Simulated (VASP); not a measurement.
An input for Quantum ESPRESSO's pw.x (written as the equivalent of a VASP run, and not itself run):

```
&CONTROL
  calculation = 'vc-relax'
  pseudo_dir = './pseudo'
  outdir = './out'
  tprnfor = .true.
  tstress = .true.
  nstep = 60
  forc_conv_thr = 0.00039
/
&SYSTEM
  ibrav = 0
  nat = 2
  ntyp = 1
  ecutwfc = 88
  occupations = 'smearing'
  smearing = 'methfessel-paxton'
  degauss = 0.00735
  input_dft = 'pbe'
/
&ELECTRONS
  conv_thr = 7.3e-08
  electron_maxstep = 100
/
&IONS
/
&CELL
/
ATOMIC_SPECIES
  Be 9.012 Be.upf
CELL_PARAMETERS angstrom
     1.1450000   -1.9831980    0.0000000
     1.1450000    1.9831980    0.0000000
     0.0000000    0.0000000    3.5800000
ATOMIC_POSITIONS crystal
  Be   0.3333330  0.6666670  0.2500000
  Be   0.6666670  0.3333330  0.7500000
K_POINTS automatic
  16 16 9 0 0 0
```

Question: Translate this input to VASP (INCAR, KPOINTS, POSCAR, choice of POTCAR).

Answer: This is not unique; one that fits is 
File POSCAR:
```
Be
1
    1.1450000000    -1.9831980000     0.0000000000
    1.1450000000     1.9831980000     0.0000000000
    0.0000000000     0.0000000000     3.5800000000
Be
2
Direct
  0.3333330000   0.6666670000   0.2500000000
  0.6666670000   0.3333330000   0.7500000000
```

### INCAR
```
! general
SYSTEM  =  Be
PREC    =  Accurate
ENCUT   =  480
LREAL   =  .FALSE.   ! projection in real space or not
LASPH   =  .TRUE.

! electronic loop
EDIFF   =  1E-6
NELM    =  100
ALGO    =  Normal   ! blocked Davidson

! smearing
ISMEAR  =  1   ! Methfessel-Paxton
SIGMA   =  0.1   ! width (eV)

! functional
GGA     =  PE   ! PBE

! ions
IBRION  =  2   ! conjugate gradients
NSW     =  60   ! most ionic steps
ISIF    =  3   ! ions, shape and volume
EDIFFG  =  -0.01   ! ionic stop

! output
LWAVE   =  .FALSE.
LCHARG  =  .FALSE.
```

**KPOINTS**
```
Automatic mesh
0
gamma
  16 16 9
0 0 0
```

POTCAR, in this order: Be (PBE.64 set). Program: vasp_std.

The two are equivalent in intent, not identical: the potentials are each code's own (VASP's PAW set, PseudoDojo norm-conserving files in pw.x), so ENCUT and ecutwfc are chosen apart and not converted; conv_thr bounds pw.x's estimated SCF error, while EDIFF bounds the energy change between steps; forc_conv_thr acts on force components and is met together with etot_conv_thr.

The compound is Be in the hcp structure. This run relaxes it. Symmetry was kept, so distortions that lower it aren't found.
